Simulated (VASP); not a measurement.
Here is the system:

```
AlFe
1.0
    2.91000     0.00000     0.00000
    0.00000     2.91000     0.00000
    0.00000     0.00000     2.91000
Al Fe
1 1
Direct
  0.50000   0.50000   0.50000
  0.00000   0.00000   0.00000
```

Level of theory: PBE GGA, VASP's PBE PAW potentials (set 64) (plane waves; VASP). Run with 400 eV cut-off, 11×11×11 Γ-centred mesh, first-order Methfessel-Paxton smearing of 0.10 eV, potentials Al Fe.

Energy and stress use the plane-wave basis of the starting cell.

Problem. The ions, cell shape and volume are relaxed. Which structure does the run end with?

Solution. 
```
AlFe
1.0
    2.86726     0.00000     0.00000
    0.00000     2.86726     0.00000
    0.00000     0.00000     2.86726
Al Fe
1 1
Direct
  0.50000   0.50000   0.50000
  0.00000   0.00000   0.00000
```
Space group Pm-3m (221), at a tolerance of 0.03 Å.

Problem. How do energy and volume change from the first to the last step?

Solution. The energy (σ→0) changes by -12.8 meV/atom and the volume by -4.3 %, in 3 ionic steps.

The compound is FeAl in the CsCl type structure. This run relaxes it. Symmetry was kept, so distortions that lower it aren't found. The run is not spin-polarised, so no magnetic state was tried. The electron count is odd and the run is not spin-polarised, which forces a metal.
